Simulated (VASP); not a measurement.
# Ti3AgN (Pm-3m) in VASP: single point with r2SCAN

Aim: the single point of Ti3AgN with r2SCAN.

All numbers are computed with VASP 6.6.1; they aren't measurements. Logs are shortened: lines on timing, memory, paths and dates and some standing lists are left out, and cuts for length are marked.

**1. The crystal as given**

It takes space group Pm-3m (No. 221, cubic). The conventional cell has a = 4.074 Å, b = 4.074 Å, c = 4.074 Å, α = 90.00°, β = 90.00°, γ = 90.00°. Ag (site symmetry m-3m) is surrounded by 12 Ti at 2.88 Å. N (site symmetry m-3m) has 6 Ti at 2.04 Å as nearest neighbours. Ti (site symmetry 4/mmm) has 2 N at 2.04 Å as nearest neighbours.

The cell was built by a generator and needn't be a form met in nature.

**2. Single point, r2SCAN**

The input, POSCAR:

```
Ti3AgN
1.0
    4.0742943800      0.0000000000      0.0000000000
    0.0000000000      4.0742943800      0.0000000000
    0.0000000000      0.0000000000      4.0742943800
Ag N Ti
1 1 3
Direct
    0.0000000000      0.0000000000      0.0000000000
    0.5000000000      0.5000000000      0.5000000000
    0.0000000000      0.5000000000      0.5000000000
    0.5000000000      0.0000000000      0.5000000000
    0.5000000000      0.5000000000      0.0000000000
```

The input, INCAR.step1:

```
SYSTEM = Ti3AgN
PREC = Accurate ; ENCUT = 520
ISMEAR = -5 ; SIGMA = 0.0651
LREAL = .False. ; LASPH = .True.
NELM = 100 ; LMAXMIX = 4
GGA = PE ; ALGO = Normal
EDIFF = 1E-4 ; LWAVE = .True.
LCHARG = .False.
```

The input, INCAR.step2:

```
SYSTEM = Ti3AgN
PREC = Accurate ; ENCUT = 520
EDIFF = 1E-6 ; ISMEAR = -1
SIGMA = 0.0651 ; LREAL = .False.
LASPH = .True. ; NELM = 100
ALGO = Normal ; ISIF = 2
LWAVE = .False. ; LCHARG = .False.
LMAXMIX = 4 ; METAGGA = R2SCAN
LMIXTAU = .True. ; LORBIT = 11
ISTART = 1
```

The input, KPOINTS:

```
regular mesh
0
Gamma
  8 8 8
  0 0 0
```

Potentials or basis: VASP PAW PBE potentials, release 64 (Ag, N, Ti_sv).

The run is started by

```sh
$ cat potpaw_PBE.64/Ag/POTCAR potpaw_PBE.64/N/POTCAR potpaw_PBE.64/Ti_sv/POTCAR > POTCAR
$ cp INCAR.step1 INCAR
$ mpirun -np 1 vasp_std > vasp.out
$ cp INCAR.step2 INCAR
$ mpirun -np 1 vasp_std > vasp.out
```

OUTCAR:

```text
SYSTEM = Ti3AgN
   PREC = Accurate
   ENCUT = 520
   EDIFF = 1E-6
   ISMEAR = -1
   LREAL = .False.
   LASPH = .True.
   NELM = 100
   ISIF = 2
   METAGGA = R2SCAN
   LORBIT = 11
   ISTART = 1

 ion  position               nearest neighbor table
   1  0.000  0.000  0.000-   3 2.88   4 2.88   5 2.88   3 2.88   4 2.88   3 2.88   5 2.88   3 2.88
                             4 2.88   5 2.88   4 2.88   5 2.88
   2  0.500  0.500  0.500-   3 2.04   4 2.04   5 2.04   5 2.04   4 2.04   3 2.04
   3  0.000  0.500  0.500-   2 2.04   2 2.04   4 2.88   5 2.88   1 2.88   5 2.88   1 2.88   4 2.88
                             1 2.88   1 2.88   4 2.88   5 2.88   5 2.88   4 2.88
   4  0.500  0.000  0.500-   2 2.04   2 2.04   3 2.88   5 2.88   1 2.88   5 2.88   1 2.88   3 2.88
                             5 2.88   5 2.88   1 2.88   3 2.88   1 2.88   3 2.88
   5  0.500  0.500  0.000-   2 2.04   2 2.04   3 2.88   4 2.88   1 2.88   3 2.88   4 2.88   1 2.88
                             4 2.88   4 2.88   1 2.88   3 2.88   3 2.88   1 2.88

  LATTYP: Found a simple cubic cell.
 ALAT       =     4.0742943800

  Lattice vectors:

 A1 = (   4.0742943800,   0.0000000000,   0.0000000000)
 A2 = (   0.0000000000,   4.0742943800,   0.0000000000)
 A3 = (   0.0000000000,   0.0000000000,   4.0742943800)

Analysis of symmetry for initial positions (statically):
=====================================================================
 Subroutine PRICEL returns:
 Original cell was already a primitive cell.

 Routine SETGRP: Setting up the symmetry group for a
 simple cubic supercell.

 Subroutine GETGRP returns: Found 48 space group operations
 (whereof 48 operations were pure point group operations)
 out of a pool of 48 trial point group operations.

The static configuration has the point symmetry O_h .

Analysis of symmetry for dynamics (positions and initial velocities):
=====================================================================
 Subroutine PRICEL returns:
 Original cell was already a primitive cell.

 Routine SETGRP: Setting up the symmetry group for a
 simple cubic supercell.

 Subroutine GETGRP returns: Found 48 space group operations
 (whereof 48 operations were pure point group operations)
 out of a pool of 48 trial point group operations.

The dynamic configuration has the point symmetry O_h .

 Subroutine INISYM returns: Found 48 space group operations
 (whereof 48 operations are pure point group operations),
 and found     1 'primitive' translations

----------------------------------------------------------------------------------------

                                     Primitive cell

  volume of cell :      67.6328

  direct lattice vectors                    reciprocal lattice vectors
     4.074294380  0.000000000  0.000000000     0.245441273  0.000000000  0.000000000
     0.000000000  4.074294380  0.000000000     0.000000000  0.245441273  0.000000000
     0.000000000  0.000000000  4.074294380     0.000000000  0.000000000  0.245441273

  length of vectors
     4.074294380  4.074294380  4.074294380     0.245441273  0.245441273  0.245441273

  position of ions in fractional coordinates (direct lattice)
     0.000000000  0.000000000  0.000000000
     0.500000000  0.500000000  0.500000000
     0.000000000  0.500000000  0.500000000
     0.500000000  0.000000000  0.500000000
     0.500000000  0.500000000  0.000000000

  ion indices of the primitive-cell ions
   primitive index   ion index
                 1           1
                 2           2
                 3           3
                 4           4
                 5           5

----------------------------------------------------------------------------------------

 KPOINTS: regular mesh

Automatic generation of k-mesh.
 Grid dimensions read from file:
 generate k-points for:    8    8    8

 Generating k-lattice:

  Cartesian coordinates                     Fractional coordinates (reciprocal lattice)
     0.030680159  0.000000000  0.000000000     0.125000000  0.000000000  0.000000000
     0.000000000  0.030680159  0.000000000     0.000000000  0.125000000  0.000000000
     0.000000000  0.000000000  0.030680159     0.000000000  0.000000000  0.125000000

  Length of vectors
     0.030680159  0.030680159  0.030680159

  Shift w.r.t. Gamma in fractional coordinates (k-lattice)
     0.000000000  0.000000000  0.000000000

 Subroutine IBZKPT returns following result:
 ===========================================

 Found     35 irreducible k-points:

 Following reciprocal coordinates:
            Coordinates               Weight
  0.000000  0.000000  0.000000      1.000000
  0.125000  0.000000  0.000000      6.000000
  0.250000  0.000000  0.000000      6.000000
  0.375000  0.000000  0.000000      6.000000
  0.500000  0.000000  0.000000      3.000000
  0.125000  0.125000  0.000000     12.000000
[... 16 lines left out ...]
  0.375000  0.375000  0.125000     24.000000
  0.500000  0.375000  0.125000     24.000000
 [... further k-points ...]
   k-points           NKPTS =     35   k-points in BZ     NKDIM =     35   number of bands    NBANDS=     31
   number of dos      NEDOS =    301   number of ions     NIONS =      5
   total plane-waves  NPLWV =  27000
   dimension x,y,z NGX =    30 NGY =   30 NGZ =   30
   dimension x,y,z NGXF=    60 NGYF=   60 NGZF=   60
   ions per type =               1   1   3
   NGX,Y,Z   is equivalent  to a cutoff of  12.24, 12.24, 12.24 a.u.
   NGXF,Y,Z  is equivalent  to a cutoff of  24.48, 24.48, 24.48 a.u.
 SYSTEM =  Ti3AgN
   PREC   = accura    normal or accurate (medium, high low for compatibility)
   ISTART =      1    job   : 0-new  1-cont  2-samecut
   ICHARG =      0    charge: 1-file 2-atom 10-const
   ISPIN  =      1    spin polarized calculation?
   LNONCOLLINEAR =      F non collinear calculations
   LSORBIT =      F    spin-orbit coupling
   LASPH  =      T    aspherical Exc in radial PAW
   ENCUT  =  520.0 eV  38.22 Ry    6.18 a.u.   7.58  7.58  7.58*2*pi/ulx,y,z
   NELM   =    100;   NELMIN=  2; NELMDL=  0     # of ELM steps
   EDIFF  = 0.1E-05   stopping-criterion for ELM
   LREAL  =      F    real-space projection
   EDIFFG = 0.1E-04   stopping-criterion for IOM
   NSW    =      0    number of steps for IOM
   IBRION =     -1    ionic relax: 0-MD 1-quasi-New 2-CG
   NFREE  =      0    steps in history (QN), initial steepest desc. (CG)
   ISIF   =      2    stress and relaxation
   ISYM   =      2    0-nonsym 1-usesym 2-fastsym
   POTIM  = 0.5000    time-step for ionic-motion
   TEBEG  =    0.0;   TEEND  =   0.0 temperature during run
   PSTRESS=    0.0 pullay stress
   NELECT =      52.0000    total number of electrons
   NUPDOWN=      -1.0000    fix difference up-down
   EMIN   =  10.00;   EMAX   =-10.00  energy-range for DOS
   EFERMI =   0.00;   METHOD = LEGACY
   ISMEAR =    -1;   SIGMA  =   0.07  broadening in eV -4-tet -1-fermi 0-gaus
   EFERMI_NEDOS =   21; number of points for ismear=-14 and -15
   IALGO  =     38    algorithm
   IMIX   =      4    mixing-type and parameters
     AMIX     =   0.40;   BMIX     =  1.00
     AMIX_MAG =   1.60;   BMIX_MAG =  1.00
  volume/ion in A,a.u.               =      13.53        91.28
  Fermi-wavevector in a.u.,A,eV,Ry     =   1.499766  2.834147 30.603563  2.249298
  Thomas-Fermi vector in A             =   2.611353
   LORBIT       =     11    0 simple, 1 ext, 2 COOP (PROOUT), +10 PAW based schemes
   METAGGA = R2SCAN    functional components
   LHFCALC =     F    Hartree Fock is set to
   AEXX    =    0.0000 exact exchange contribution
   IVDW    =     0    specifies the selected vdW correction
   LEPSILON=     F    determine dielectric tensor
   LRPA    =     F    only Hartree local field effects (RPA)
 non-spin polarized calculation
  energy-cutoff  :      520.00
  volume of cell :       67.63
 maximum number of plane-waves:      1856
   NGX = 15   NGY = 15   NGZ = 15

 number of electron      52.0000018 magnetization

 Free energy of the ion-electron system (eV)
  ---------------------------------------------------
  ext. energy  EPLUGINS =         0.00000000
  ---------------------------------------------------
  free energy    TOTEN  =       -73.67575869 eV

  energy without entropy =      -73.62733898  energy(sigma->0) =      -73.65154883

 E-fermi :   9.8216     XC(G=0): -13.3195

 val. band max:        9.7795572963   @ k =   0.5000   0.2500   0.2500
 cond. band min:       9.8331492165   @ k =   0.2500   0.0000   0.0000
 fundamental gap:      0.0535919202
 Fermi energy:         9.8215558845

 k-point     1 :       0.0000    0.0000    0.0000
  band No.  band energies     occupation
      1     -49.7260      2.00000
      2     -49.5748      2.00000
      3     -49.5748      2.00000
      4     -25.1881      2.00000
      5     -25.1881      2.00000
      6     -25.1881      2.00000
[... 23 lines left out ...]
     30      11.8732      0.00000
     31      12.1174      0.00000

 k-point     2 :       0.1250    0.0000    0.0000
  band No.  band energies     occupation
      1     -49.7209      2.00000
      2     -49.5798      2.00000
      3     -49.5747      2.00000
      4     -25.1770      2.00000
      5     -25.1770      2.00000
      6     -25.1729      2.00000
[... 23 lines left out ...]
     30      11.8276      0.00000
     31      11.8371      0.00000

 k-point     3 :       0.2500    0.0000    0.0000
  band No.  band energies     occupation
      1     -49.7066      2.00000
      2     -49.5938      2.00000
      3     -49.5745      2.00000
      4     -25.1475      2.00000
      5     -25.1475      2.00000
      6     -25.1284      2.00000
[... 703 lines left out ...]
     30      11.3002      0.00000
     31      11.6749      0.00000

 k-point    24 :       0.5000    0.3750    0.1250
  band No.  band energies     occupation
      1     -49.6422      2.00000
      2     -49.6240      2.00000
      3     -49.6065      2.00000
      4     -25.3577      2.00000
      5     -25.0559      2.00000
      6     -24.9470      2.00000
[... 23 lines left out ...]
     30      11.1034      0.00000
     31      11.6908      0.00000

 [... further k-points ...]

------------------------ aborting loop because EDIFF is reached ----------------------------------------

  FORCE on cell =-STRESS in cart. coord.  units (eV):
  Direction    XX          YY          ZZ          XY          YZ          ZX
  --------------------------------------------------------------------------------------
  -------------------------------------------------------------------------------------
  Total        3.6864756      3.6864756      3.6864756     -0.0000000      0.0000000     -0.0000000
  in kB       87.3302563     87.3302563     87.3302563     -0.0000000      0.0000000     -0.0000000
  external PRESSURE =      87.3302563 kB  Pullay stress =       0.0000000 kB

 VOLUME and BASIS-vectors are now :
 -----------------------------------------------------------------------------
  energy-cutoff  :      520.00
  volume of cell :       67.63
      direct lattice vectors                 reciprocal lattice vectors
     4.074294380  0.000000000  0.000000000     0.245441273  0.000000000  0.000000000
     0.000000000  4.074294380  0.000000000     0.000000000  0.245441273  0.000000000
     0.000000000  0.000000000  4.074294380     0.000000000  0.000000000  0.245441273

 POSITION                                       TOTAL-FORCE (eV/Angst)
 -----------------------------------------------------------------------------------
      0.00000      0.00000      0.00000         0.000000      0.000000      0.000000
      2.03715      2.03715      2.03715         0.000000      0.000000      0.000000
      0.00000      2.03715      2.03715         0.000000      0.000000      0.000000
      2.03715      0.00000      2.03715         0.000000      0.000000      0.000000
      2.03715      2.03715      0.00000         0.000000      0.000000      0.000000
 -----------------------------------------------------------------------------------
    total drift:                                0.000000      0.000000     -0.000000

  FREE ENERGIE OF THE ION-ELECTRON SYSTEM (eV)
  ---------------------------------------------------
  free  energy   TOTEN  =       -73.6757586897 eV

  energy  without entropy=      -73.6273389769  energy(sigma->0) =      -73.65154883

 total charge

# of ion       s       p       d       tot
------------------------------------------
    1        0.584   0.590   8.961  10.136
    2        1.274   2.578   0.000   3.852
    3        2.201   6.195   1.904  10.299
    4        2.201   6.195   1.904  10.299
    5        2.201   6.195   1.904  10.299
--------------------------------------------------
tot          8.459  21.753  14.673  44.885
```

Run time: 3.4 min. Hardware: 1 thread of Intel Xeon Platinum 8488C (Sapphire Rapids), shared host; peak memory 0.21 GiB.

What came out:

```yaml
Free_energy: -73.6758 eV
Pressure: 8.7 GPa
Band_gap_on_the_k_mesh: none (metal or under the smearing width)
Valence_electrons_inside_the_program's_atomic_spheres: Ag 10.14; N 3.85; Ti 10.30
```

Levels at points of the mesh, in eV from the Fermi level:
```csv
k point,band 24,band 25,band 26,band 27,band 28,band 29
"(0.00, 0.00, 0.00)",-1.20,-1.20,-0.32,-0.32,2.05,2.05
"(0.50, 0.00, 0.00)",-1.33,-1.19,-1.19,0.61,0.80,1.63
"(0.50, 0.50, 0.00)",-2.08,-1.10,0.32,0.32,0.50,0.50
"(0.50, 0.50, 0.50)",-0.33,-0.33,0.43,0.43,0.43,0.92
```

Caveat: the PAW data sets were made with another functional, which shifts forces and pressure a little.
